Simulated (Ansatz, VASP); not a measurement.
Given: the input of a run of Ansatz 0.2.0 on Rb3Ba. The cell comes from a database or a generator and needn't be the stable form of this composition.

input.yaml

```yaml
crystal:
  lattice:
    - [-3.371459, 3.371459, 7.371348]
    - [3.371459, -3.371459, 7.371348]
    - [3.371459, 3.371459, -7.371348]
  atoms:
    - { symbol: Ba, position: [0.0, 0.0, 0.0] }
    - { symbol: Rb, position: [0.5, 0.5, 0.0] }
    - { symbol: Rb, position: [0.25, 0.75, 0.5] }
    - { symbol: Rb, position: [0.75, 0.25, 0.5] }
hamiltonian:
  xc: pbe
  pseudopotentials: { kind: paw }
kpoints:
  mp_grid: { grid: [6, 6, 6] }
scf:
  occupations: { method: fermi_dirac, width: 0.05 }
output:
  forces: true
  stress: true
  eigenvalues: true
```

Potentials or basis: Ansatz PAW.

Run with:

```sh
$ ansatz run input.yaml --threads 2 --pin off --max-ram 5120MiB --backend cpu --events-out ev --progress --plain --runs-dir out
```

Question: What does the same run look like in VASP 6.6.1? Potentials or basis there: PBE PAW files Ba_sv, Rb_sv, 520 eV.

Answer: As run (cutoffs and basis follow the program's own potentials, and thresholds, step limits or extra output files can differ):

Contents of INCAR:

```
ALGO = Normal
EDIFF = 1E-7
ENCUT = 520
GGA = PE
ISIF = 2
ISMEAR = -1
LASPH = True
LCHARG = False
LREAL = False
LWAVE = False
NBANDS = 26
NELM = 80
PREC = Accurate
SIGMA = 0.05
```

KPOINTS

```
k-points
0
Gamma
  6 6 6
```

The input POSCAR:

```
Rb3Ba
1.0
   -3.3714590000      3.3714590000      7.3713480000
    3.3714590000     -3.3714590000      7.3713480000
    3.3714590000      3.3714590000     -7.3713480000
Ba Rb
1 3
Direct
    0.0000000000      0.0000000000      0.0000000000
    0.5000000000      0.5000000000      0.0000000000
    0.2500000000      0.7500000000      0.5000000000
    0.7500000000      0.2500000000      0.5000000000
```

Potentials or basis: VASP PAW PBE potentials, release 64 (Ba_sv, Rb_sv).

The run is started by

```bash
$ cat potpaw_PBE.64/Ba_sv/POTCAR potpaw_PBE.64/Rb_sv/POTCAR > POTCAR
$ mpirun -np 1 vasp_std > vasp.out
```

Both were run:

|  | Ansatz | VASP |
| --- | --- | --- |
| Pressure | 0.0 GPa | 0.0 GPa |

Ansatz's pressure holds a Pulay term of +0.00 GPa for its cutoff of 420 eV, which the other run lacks.

Where Ansatz's input types no cutoff or centring, it takes its own default and a Γ-centred mesh.

Pressure is positive in compression.
